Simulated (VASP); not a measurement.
# PbF2 (Fluorocronite) with PBE: from relaxation to properties, part 5 of 6

Aim: relax PbF2 (Fluorocronite), then compute properties on the relaxed cell. The start is a cell from a database of measured crystal structures.

VASP 6.6.1; PBE; plane waves and PAW (Pb_d, F).

So far, gap on the k-mesh (eV): step 2 (full relaxation (PBE)) 4.46; step 6 (density of states (PBE)) 4.43.

### 9. Volume scan with PBE, volume scale 0.94

An equation of state needs energies on both sides of the minimum, all on one mesh and cutoff.

INCAR reads:

```
SYSTEM = PbF2
PREC = Accurate
ENCUT = 520
EDIFF = 1E-06
NELM = 100
ISMEAR = 0
SIGMA = 0.05
LREAL = .FALSE.
ALGO = Normal
GGA = PE
NBANDS = 20
LORBIT = 11
LWAVE = .FALSE.
LCHARG = .FALSE.
KPAR = 2
ISIF = 2
```

POSCAR reads:

```
PbF2
1.0
    0.0000000000      2.9353089086      2.9353089086
    2.9353089086      0.0000000000      2.9353089086
    2.9353089086      2.9353089086      0.0000000000
Pb F
1 2
Direct
    0.0000000000      0.0000000000      0.0000000000
    0.2500000000      0.2500000000      0.2500000000
    0.7500000000      0.7500000000      0.7500000000
```

KPOINTS reads:

```
Automatic mesh
0
Gamma
7 7 7
0 0 0
```

The projector-augmented-wave data sets are Pb_d and F (PBE family, release 64).

Command:

```bash
> mpirun -np 2 vasp_std
```

Output:

```text
[... set-up lines as in an earlier step ...]
 entering main loop
       N       E                     dE             d eps       ncg     rms          rms(c)
DAV:   1     0.300343520109E+03    0.30034E+03   -0.15173E+04   808   0.161E+03
DAV:   2     0.102504781783E+02   -0.29009E+03   -0.27237E+03   852   0.439E+02
DAV:   3    -0.154148563116E+02   -0.25665E+02   -0.25392E+02   916   0.143E+02
DAV:   4    -0.161510904888E+02   -0.73623E+00   -0.73566E+00   920   0.255E+01
DAV:   5    -0.161762643807E+02   -0.25174E-01   -0.25173E-01   936   0.496E+00    0.795E+00
DAV:   6    -0.142977508227E+02    0.18785E+01   -0.89373E+00  1092   0.244E+01    0.258E+00
DAV:   7    -0.142998994337E+02   -0.21486E-02   -0.42604E-01   808   0.418E+00    0.153E+00
DAV:   8    -0.142993797917E+02    0.51964E-03   -0.96322E-02   848   0.365E+00    0.528E-01
DAV:   9    -0.142961566242E+02    0.32232E-02   -0.18330E-02  1080   0.109E+00    0.100E-01
DAV:  10    -0.142972562886E+02   -0.10997E-02   -0.12921E-03   804   0.279E-01    0.275E-02
DAV:  11    -0.142972687575E+02   -0.12469E-04   -0.87661E-05   916   0.812E-02    0.867E-03
DAV:  12    -0.142972765502E+02   -0.77927E-05   -0.13397E-05   816   0.262E-02    0.284E-03
DAV:  13    -0.142972765195E+02    0.30662E-07   -0.11364E-06   800   0.957E-03
   1 F= -.14297277E+02 E0= -.14297277E+02  d E =-.470628E-15
```

Run time: 17 s. Hardware: 2 MPI ranks of AMD EPYC 7R43, shared host; peak memory 0.29 GiB; 33 s of CPU time.

Parts of OUTCAR (step 9):

```text
   ENCUT  =  520.0 eV  38.22 Ry    6.18 a.u.   7.72  7.72  7.72*2*pi/ulx,y,z

   NELECT =      28.0000    total number of electrons

 E-fermi :   2.5123

 k-point     1 :       0.0000    0.0000    0.0000
  band No.  band energies     occupation
    ...
     10      -0.4129      2.00000
     11      -0.4129      2.00000
     12       0.0888      2.00000
     13       0.0888      2.00000
     14       0.0888      2.00000
     15       9.0534      0.00000
     16       9.0534      0.00000
     17       9.0534      0.00000
     18      12.9677      0.00000
     19      17.4600      0.00000
    ...

  Total        1.5519542      1.5519542      1.5519542      0.0000000     -0.0000000      0.0000000
  in kB       49.1584339     49.1584339     49.1584339      0.0000000     -0.0000000      0.0000000
  external PRESSURE =      49.1584339 kB  Pullay stress =       0.0000000 kB

 POSITION                                       TOTAL-FORCE (eV/Angst)
 -----------------------------------------------------------------------------------
      0.00000      0.00000      0.00000         0.000000      0.000000      0.000000
      1.46765      1.46765      1.46765        -0.000000      0.000000      0.000000
      4.40296      4.40296      4.40296         0.000000     -0.000000     -0.000000
 -----------------------------------------------------------------------------------
    total drift:                                0.000000     -0.000000      0.000000

  FREE ENERGIE OF THE ION-ELECTRON SYSTEM (eV)
  ---------------------------------------------------
  free  energy   TOTEN  =       -14.2972765195 eV

  energy  without entropy=      -14.2972765195  energy(sigma->0) =      -14.29727652

[... 4 parts as in an earlier step ...]

[... 12 further parts left out ...]
```

The scan keeps the cell's shape and the fractional positions fixed.

Numbers from this step:

| Property | Result |
| --- | --- |
| irreducible k-points | 20 |
| free energy (TOTEN) | -14.30 eV |
| Fermi energy | 2.512 eV |
| pressure | 4.916 GPa |
| valence top at k | -0.2857, 0.4286, 0.1429 |
| conduction bottom at k | 0.4286, 0.4286, 0 |
| least direct gap at k | 0.4286, 0.4286, 0 |
| gap on the k-mesh | 4.450 eV |
| least direct gap on the k-mesh | 4.672 eV |

The pressure here is 4.92 GPa.

### 10. Volume scan with PBE, volume scale 0.96

INCAR is that of step 9.

POSCAR reads:

```
PbF2
1.0
    0.0000000000      2.9559807792      2.9559807792
    2.9559807792      0.0000000000      2.9559807792
    2.9559807792      2.9559807792      0.0000000000
Pb F
1 2
Direct
    0.0000000000      0.0000000000      0.0000000000
    0.2500000000      0.2500000000      0.2500000000
    0.7500000000      0.7500000000      0.7500000000
```

KPOINTS is that of step 9.

Command:

```bash
> mpirun -np 2 vasp_std
```

Output:

```text
[... set-up lines as in an earlier step ...]
 entering main loop
       N       E                     dE             d eps       ncg     rms          rms(c)
DAV:   1     0.303237228669E+03    0.30324E+03   -0.14811E+04   800   0.159E+03
DAV:   2     0.121396250763E+02   -0.29110E+03   -0.27590E+03   868   0.438E+02
DAV:   3    -0.153871301576E+02   -0.27527E+02   -0.27184E+02   952   0.145E+02
DAV:   4    -0.162179452874E+02   -0.83082E+00   -0.83013E+00   944   0.261E+01
DAV:   5    -0.162454737305E+02   -0.27528E-01   -0.27527E-01  1024   0.486E+00    0.799E+00
DAV:   6    -0.143309424582E+02    0.19145E+01   -0.92069E+00  1100   0.244E+01    0.264E+00
DAV:   7    -0.143301671641E+02    0.77529E-03   -0.44441E-01   816   0.424E+00    0.155E+00
DAV:   8    -0.143281202821E+02    0.20469E-02   -0.99073E-02   844   0.366E+00    0.524E-01
DAV:   9    -0.143250483256E+02    0.30720E-02   -0.18829E-02  1040   0.106E+00    0.101E-01
DAV:  10    -0.143261784402E+02   -0.11301E-02   -0.14012E-03   812   0.316E-01    0.298E-02
DAV:  11    -0.143261760477E+02    0.23925E-05   -0.10754E-04   928   0.888E-02    0.892E-03
DAV:  12    -0.143261855017E+02   -0.94540E-05   -0.19010E-05   828   0.331E-02    0.634E-03
DAV:  13    -0.143261848143E+02    0.68741E-06   -0.43144E-06   836   0.200E-02
   1 F= -.14326185E+02 E0= -.14326185E+02  d E =-.209021E-11
```

Run time: 22 s. Hardware: 2 MPI ranks; peak memory 0.29 GiB; 42 s of CPU time.

From OUTCAR (step 10):

```text
   ENCUT  =  520.0 eV  38.22 Ry    6.18 a.u.   7.77  7.77  7.77*2*pi/ulx,y,z

   NELECT =      28.0000    total number of electrons

 E-fermi :   2.2030

 k-point     1 :       0.0000    0.0000    0.0000
  band No.  band energies     occupation
    ...
     10      -0.5393      2.00000
     11      -0.5393      2.00000
     12      -0.0414      2.00000
     13      -0.0414      2.00000
     14      -0.0414      2.00000
     15       8.7687      0.00000
     16       8.7687      0.00000
     17       8.7687      0.00000
     18      12.6481      0.00000
     19      17.1513      0.00000
    ...

  Total        1.0032088      1.0032088      1.0032088      0.0000000      0.0000000     -0.0000000
  in kB       31.1148062     31.1148062     31.1148062      0.0000000      0.0000000     -0.0000000
  external PRESSURE =      31.1148062 kB  Pullay stress =       0.0000000 kB

 POSITION                                       TOTAL-FORCE (eV/Angst)
 -----------------------------------------------------------------------------------
      0.00000      0.00000      0.00000        -0.000000     -0.000000     -0.000000
      1.47799      1.47799      1.47799         0.000000      0.000000      0.000000
      4.43397      4.43397      4.43397        -0.000000     -0.000000     -0.000000
 -----------------------------------------------------------------------------------
    total drift:                                0.000000     -0.000000      0.000000

  FREE ENERGIE OF THE ION-ELECTRON SYSTEM (eV)
  ---------------------------------------------------
  free  energy   TOTEN  =       -14.3261848143 eV

  energy  without entropy=      -14.3261848143  energy(sigma->0) =      -14.32618481

[... 4 parts as in an earlier step ...]

[... 12 further parts left out ...]
```

Numbers from this step:

```
free energy (TOTEN)            : -14.33 eV
Fermi energy                   : 2.203 eV
pressure                       : 3.111 GPa
gap on the k-mesh              : 4.458 eV
least direct gap on the k-mesh : 4.675 eV
```

The pressure falls from 4.92 to 3.11 GPa.

The run ends at a pressure of 3.11 GPa.

### 11. Volume scan with PBE, volume scale 0.98

INCAR is that of step 10.

POSCAR reads:

```
PbF2
1.0
    0.0000000000      2.9763674977      2.9763674977
    2.9763674977      0.0000000000      2.9763674977
    2.9763674977      2.9763674977      0.0000000000
Pb F
1 2
Direct
    0.0000000000      0.0000000000      0.0000000000
    0.2500000000      0.2500000000      0.2500000000
    0.7500000000      0.7500000000      0.7500000000
```

KPOINTS is that of step 10.

Command:

```bash
> mpirun -np 2 vasp_std
```

Output:

```text
[... set-up lines as in an earlier step ...]
 entering main loop
       N       E                     dE             d eps       ncg     rms          rms(c)
DAV:   1     0.310235351916E+03    0.31024E+03   -0.14954E+04   800   0.162E+03
DAV:   2     0.124153704756E+02   -0.29782E+03   -0.28101E+03   868   0.443E+02
DAV:   3    -0.154616633392E+02   -0.27877E+02   -0.27518E+02   940   0.147E+02
DAV:   4    -0.162772541981E+02   -0.81559E+00   -0.81492E+00   936   0.265E+01
[...]
DAV:  12    -0.143435323275E+02   -0.11830E-04   -0.41900E-05   852   0.590E-02    0.110E-02
DAV:  13    -0.143435300732E+02    0.22543E-05   -0.15301E-05  1060   0.383E-02    0.137E-03
DAV:  14    -0.143435301332E+02   -0.59976E-07   -0.64588E-07   608   0.624E-03
   1 F= -.14343530E+02 E0= -.14343530E+02  d E =-.295284E-16
```

The job ended after 22 s (2 MPI ranks; peak memory 0.3 GiB).

OUTCAR, selected parts (step 11):

```text
  Total        0.4924035      0.4924035      0.4924035      0.0000000      0.0000000      0.0000000
  in kB       14.9603607     14.9603607     14.9603607      0.0000000      0.0000000      0.0000000
  external PRESSURE =      14.9603607 kB  Pullay stress =       0.0000000 kB

 POSITION                                       TOTAL-FORCE (eV/Angst)
 -----------------------------------------------------------------------------------
      0.00000      0.00000      0.00000        -0.000000     -0.000000     -0.000000
      1.48818      1.48818      1.48818         0.000000      0.000000      0.000000
      4.46455      4.46455      4.46455        -0.000000     -0.000000     -0.000000
 -----------------------------------------------------------------------------------
    total drift:                                0.000000     -0.000000      0.000000

  FREE ENERGIE OF THE ION-ELECTRON SYSTEM (eV)
  ---------------------------------------------------
  free  energy   TOTEN  =       -14.3435301332 eV

  energy  without entropy=      -14.3435301332  energy(sigma->0) =      -14.34353013

[... 1 part as in an earlier step ...]

[... 2 further parts left out ...]
[key lines of the parts left out:]
E-fermi :   2.0045
```

The pressure falls from 3.11 to 1.50 GPa.

The run ends at a pressure of 1.50 GPa.

### 12. Volume scan with PBE, volume scale 1

INCAR is that of step 11.

POSCAR reads:

```
PbF2
1.0
    0.0000000000      2.9964786990      2.9964786990
    2.9964786990      0.0000000000      2.9964786990
    2.9964786990      2.9964786990      0.0000000000
Pb F
1 2
Direct
    0.0000000000      0.0000000000      0.0000000000
    0.2500000000      0.2500000000      0.2500000000
    0.7500000000      0.7500000000      0.7500000000
```

KPOINTS is that of step 11.

Command:

```bash
> mpirun -np 2 vasp_std
```

Output:

```text
[... set-up lines as in an earlier step ...]
 entering main loop
       N       E                     dE             d eps       ncg     rms          rms(c)
[... 14 cycles as in an earlier step ...]
   1 F= -.14350786E+02 E0= -.14350786E+02  d E =-.233518E-11
```

It took 21 s on 2 MPI ranks; peak memory 0.3 GiB; 39 s of CPU time.

OUTCAR, selected parts (step 12):

```text
[... 6 parts as in an earlier step ...]

[... 1 further part left out ...]
[key lines of the parts left out:]
E-fermi :   1.7092
```

The pressure falls from 1.50 to 0.06 GPa.

The run ends at a pressure of 0.06 GPa.

### 13. Volume scan with PBE, volume scale 1.02

INCAR is that of step 12.

POSCAR reads:

```
PbF2
1.0
    0.0000000000      3.0163235071      3.0163235071
    3.0163235071      0.0000000000      3.0163235071
    3.0163235071      3.0163235071      0.0000000000
Pb F
1 2
Direct
    0.0000000000      0.0000000000      0.0000000000
    0.2500000000      0.2500000000      0.2500000000
    0.7500000000      0.7500000000      0.7500000000
```

KPOINTS is that of step 12.

Command:

```bash
> mpirun -np 2 vasp_std
```

Output:

```text
[... set-up lines as in an earlier step ...]
 entering main loop
       N       E                     dE             d eps       ncg     rms          rms(c)
DAV:   1     0.305836268574E+03    0.30584E+03   -0.14700E+04   800   0.159E+03
DAV:   2     0.132508322307E+02   -0.29259E+03   -0.27559E+03   868   0.429E+02
DAV:   3    -0.155223432620E+02   -0.28773E+02   -0.28395E+02   928   0.147E+02
DAV:   4    -0.163682184282E+02   -0.84588E+00   -0.84476E+00   924   0.264E+01
[...]
DAV:  12    -0.143486946532E+02   -0.11188E-04   -0.99781E-05   892   0.983E-02    0.140E-02
DAV:  13    -0.143486914986E+02    0.31546E-05   -0.34008E-05  1032   0.557E-02    0.383E-03
DAV:  14    -0.143486914308E+02    0.67804E-07   -0.19050E-06   740   0.948E-03
   1 F= -.14348691E+02 E0= -.14348691E+02  d E =-.753649E-15
```

It took 26 s on 2 MPI ranks; peak memory 0.29 GiB; 50 s of CPU time.

From OUTCAR (step 13):

```text
  Total       -0.4190720     -0.4190720     -0.4190720      0.0000000      0.0000000     -0.0000000
  in kB      -12.2330701    -12.2330701    -12.2330701      0.0000000      0.0000000     -0.0000000
  external PRESSURE =     -12.2330701 kB  Pullay stress =       0.0000000 kB

 POSITION                                       TOTAL-FORCE (eV/Angst)
 -----------------------------------------------------------------------------------
      0.00000      0.00000      0.00000         0.000000      0.000000     -0.000000
      1.50816      1.50816      1.50816         0.000000      0.000000      0.000000
      4.52449      4.52449      4.52449        -0.000000     -0.000000     -0.000000
 -----------------------------------------------------------------------------------
    total drift:                                0.000000     -0.000000      0.000000

  FREE ENERGIE OF THE ION-ELECTRON SYSTEM (eV)
  ---------------------------------------------------
  free  energy   TOTEN  =       -14.3486914308 eV

  energy  without entropy=      -14.3486914308  energy(sigma->0) =      -14.34869143

[... 1 part as in an earlier step ...]

[... 2 further parts left out ...]
[key lines of the parts left out:]
E-fermi :   1.5228
```

The pressure falls from 0.06 to -1.22 GPa, so it vanishes between these two volumes.

### 14. Volume scan with PBE, volume scale 1.04

INCAR is that of step 13.

POSCAR reads:

```
PbF2
1.0
    0.0000000000      3.0359105722      3.0359105722
    3.0359105722      0.0000000000      3.0359105722
    3.0359105722      3.0359105722      0.0000000000
Pb F
1 2
Direct
    0.0000000000      0.0000000000      0.0000000000
    0.2500000000      0.2500000000      0.2500000000
    0.7500000000      0.7500000000      0.7500000000
```

KPOINTS is that of step 13.

Command:

```bash
> mpirun -np 2 vasp_std
```

Output:

```text
[... set-up lines as in an earlier step ...]
 entering main loop
       N       E                     dE             d eps       ncg     rms          rms(c)
DAV:   1     0.299094097676E+03    0.29909E+03   -0.14684E+04   804   0.156E+03
DAV:   2     0.104647120384E+02   -0.28863E+03   -0.27285E+03   856   0.433E+02
DAV:   3    -0.156078466440E+02   -0.26073E+02   -0.25767E+02   948   0.140E+02
DAV:   4    -0.164025093094E+02   -0.79466E+00   -0.79413E+00   912   0.262E+01
[...]
DAV:  12    -0.143383945267E+02   -0.94587E-05   -0.10687E-04   924   0.103E-01    0.132E-02
DAV:  13    -0.143383924002E+02    0.21265E-05   -0.34422E-05   928   0.562E-02    0.509E-03
DAV:  14    -0.143383921879E+02    0.21235E-06   -0.25077E-06   776   0.109E-02
   1 F= -.14338392E+02 E0= -.14338392E+02  d E =-.836456E-20
```

Elapsed: 22 s, on 2 MPI ranks; peak memory 0.3 GiB; 42 s of CPU time.

From OUTCAR (step 14):

```text
  Total       -0.8260079     -0.8260079     -0.8260079      0.0000000     -0.0000000      0.0000000
  in kB      -23.6481890    -23.6481890    -23.6481890      0.0000000     -0.0000000      0.0000000
  external PRESSURE =     -23.6481890 kB  Pullay stress =       0.0000000 kB

 POSITION                                       TOTAL-FORCE (eV/Angst)
 -----------------------------------------------------------------------------------
      0.00000      0.00000      0.00000        -0.000000     -0.000000      0.000000
      1.51796      1.51796      1.51796         0.000000      0.000000     -0.000000
      4.55387      4.55387      4.55387        -0.000000     -0.000000      0.000000
 -----------------------------------------------------------------------------------
    total drift:                                0.000000     -0.000000      0.000000

  FREE ENERGIE OF THE ION-ELECTRON SYSTEM (eV)
  ---------------------------------------------------
  free  energy   TOTEN  =       -14.3383921879 eV

  energy  without entropy=      -14.3383921879  energy(sigma->0) =      -14.33839219

[... 1 part as in an earlier step ...]

[... 2 further parts left out ...]
[key lines of the parts left out:]
E-fermi :   1.3586
```

The pressure falls from -1.22 to -2.36 GPa.

The run ends at a pressure of -2.36 GPa.

### 15. Volume scan with PBE, volume scale 1.06

A prediction first. A parabola through the 6 pressures of evenly scaled cells so far, P = 0.06 -68.2 t +167 t² GPa with t = ln(V/V₁) and V₁ the volume at scale 1, gives -3.35 GPa at t = +0.0583.

INCAR is that of step 14.

POSCAR reads:

```
PbF2
1.0
    0.0000000000      3.0552481036      3.0552481036
    3.0552481036      0.0000000000      3.0552481036
    3.0552481036      3.0552481036      0.0000000000
Pb F
1 2
Direct
    0.0000000000      0.0000000000      0.0000000000
    0.2500000000      0.2500000000      0.2500000000
    0.7500000000      0.7500000000      0.7500000000
```

KPOINTS is that of step 14.

Command:

```bash
> mpirun -np 2 vasp_std
```

Output:

```text
[... set-up lines as in an earlier step ...]
 entering main loop
       N       E                     dE             d eps       ncg     rms          rms(c)
DAV:   1     0.309485045208E+03    0.30949E+03   -0.14455E+04   800   0.156E+03
DAV:   2     0.153551907894E+02   -0.29413E+03   -0.27569E+03   872   0.434E+02
DAV:   3    -0.154234391574E+02   -0.30779E+02   -0.30345E+02   920   0.152E+02
DAV:   4    -0.164271461672E+02   -0.10037E+01   -0.10025E+01   944   0.283E+01
[...]
DAV:  12    -0.143209196217E+02   -0.85353E-05   -0.87946E-05   908   0.906E-02    0.112E-02
DAV:  13    -0.143209191999E+02    0.42177E-06   -0.26249E-05   868   0.493E-02    0.590E-03
DAV:  14    -0.143209189137E+02    0.28620E-06   -0.24653E-06   756   0.115E-02
   1 F= -.14320919E+02 E0= -.14320919E+02  d E =-.922535E-11
```

Wall time 19 s (2 MPI ranks); peak memory 0.31 GiB.

From OUTCAR (step 15):

```text
  Total       -1.2024129     -1.2024129     -1.2024129      0.0000000      0.0000000      0.0000000
  in kB      -33.7749543    -33.7749543    -33.7749543      0.0000000      0.0000000      0.0000000
  external PRESSURE =     -33.7749543 kB  Pullay stress =       0.0000000 kB

 POSITION                                       TOTAL-FORCE (eV/Angst)
 -----------------------------------------------------------------------------------
      0.00000      0.00000      0.00000         0.000000     -0.000000      0.000000
      1.52762      1.52762      1.52762         0.000000      0.000000      0.000000
      4.58287      4.58287      4.58287        -0.000000     -0.000000     -0.000000
 -----------------------------------------------------------------------------------
    total drift:                                0.000000     -0.000000      0.000000

  FREE ENERGIE OF THE ION-ELECTRON SYSTEM (eV)
  ---------------------------------------------------
  free  energy   TOTEN  =       -14.3209189137 eV

  energy  without entropy=      -14.3209189137  energy(sigma->0) =      -14.32091891

[... 1 part as in an earlier step ...]

[... 2 further parts left out ...]
[key lines of the parts left out:]
E-fermi :   1.0639
```

The pressure falls from -2.36 to -3.38 GPa. The parabola predicted -3.35 GPa, +0.03 GPa off.

### 16. Comparing the runs

Times are for 2 MPI ranks of AMD EPYC 7R43, shared host. Results by setting:

```
no.  volume scale  energy above the lowest point (meV/atom)  pressure (GPa)  gap on the k-mesh (eV)  time  memory (GiB)
  1          0.94                                     17.84           4.916                   4.450  17 s          0.29
  2          0.96                                       8.2           3.111                   4.458  22 s          0.29
  3          0.98                                      2.42           1.496                   4.462  22 s           0.3
  4             1                                         0         0.05909                   4.464  21 s           0.3
  5          1.02                                       0.7          -1.223                   4.463  26 s          0.29
  6          1.04                                      4.13          -2.365                   4.456  22 s           0.3
  7          1.06                                      9.96          -3.377                   4.441  19 s          0.31
```

[end of part 5 of 6]

[Lines on the potential files, build, host, timing and source positions are cut from VASP's logs without a mark.]

[Logs are printed without paths, hosts, clocks, repeated set-up lines and the standing remarks that a program may print on its own settings, such as how far it seeks lower states.]

[Hosts, paths, dates, database ids (printed as entryN), source tags and the programs' standing remarks are cut or masked in the printed files.]

[A measured line is paired with the nearest computed mode of its activity, which favours agreement.]
